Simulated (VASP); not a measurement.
Level of theory: optB88-vdW, VASP's PBE PAW potentials (set 64) (plane waves; VASP 6.6.1).

The input files of a VASP run:

**POSCAR**
```
SnO
1
    3.9333615202     0.0000000000     0.0000000000
    0.0000000000     3.9333615202     0.0000000000
    0.0000000000     0.0000000000     4.9842107930
Sn O
2 2
Direct
  0.5000000000   0.0000000000   0.7622442583
  0.0000000000   0.5000000000   0.2377557417
  0.5000000000   0.5000000000   0.0000000000
  0.0000000000   0.0000000000   0.0000000000
```

**INCAR**
```
! general
SYSTEM   = SnO
PREC     = Accurate
ENCUT    = 520
LREAL    = .FALSE.
LASPH    = .TRUE.

! electronic loop
EDIFF    = 1E-7
NELM     = 100
ALGO     = Normal
LMAXMIX  = 4

! smearing
ISMEAR   = 0
SIGMA    = 0.05

! functional
GGA      = BO
LUSE_VDW = .TRUE.
AGGAC    = 0.0
PARAM1   = 0.1833333333
PARAM2   = 0.22

! ions
IBRION   = 2
NSW      = 30
ISIF     = 4
EDIFFG   = -0.01

! output
LWAVE    = .FALSE.
LCHARG   = .FALSE.
```

File KPOINTS:
```
Automatic
0
G
  6 6 5
```

POTCAR, in this order: Sn_d O (PBE.64 set). Program: vasp_std.

Unless said otherwise, spin-orbit coupling is left out, though it shifts the bands of the heavy elements here.

### Question
Estimate the energy per atom (σ→0), band gap (on the k-mesh).

### Answer

* **energy per atom (σ→0)**: -3.316 eV/atom
* **band gap (on the k-mesh)**: 0.71 eV

File OSZICAR:
```
...
   6 F= -.13265444E+02 E0= -.13265444E+02  d E =-.112714E-01
       N       E                     dE             d eps       ncg     rms          rms(c)
DAV:   1    -0.132654113766E+02    0.33062E-04   -0.20018E-02  1688   0.857E-01    0.295E-02
DAV:   2    -0.132654633499E+02   -0.51973E-04   -0.56145E-04  2176   0.197E-01    0.101E-02
DAV:   3    -0.132654621228E+02    0.12270E-05   -0.67448E-06  1696   0.281E-02    0.698E-03
DAV:   4    -0.132654614380E+02    0.68488E-06   -0.14163E-06  2144   0.181E-02    0.209E-03
DAV:   5    -0.132654615059E+02   -0.67920E-07   -0.35531E-07  1400   0.526E-03
   7 F= -.13265462E+02 E0= -.13265462E+02  d E =-.171199E-04
```

The compound is SnO in the litharge structure. This cell is one point of a volume scan, at 1.06 of the reference volume. Symmetry was kept, so distortions that lower it aren't found.
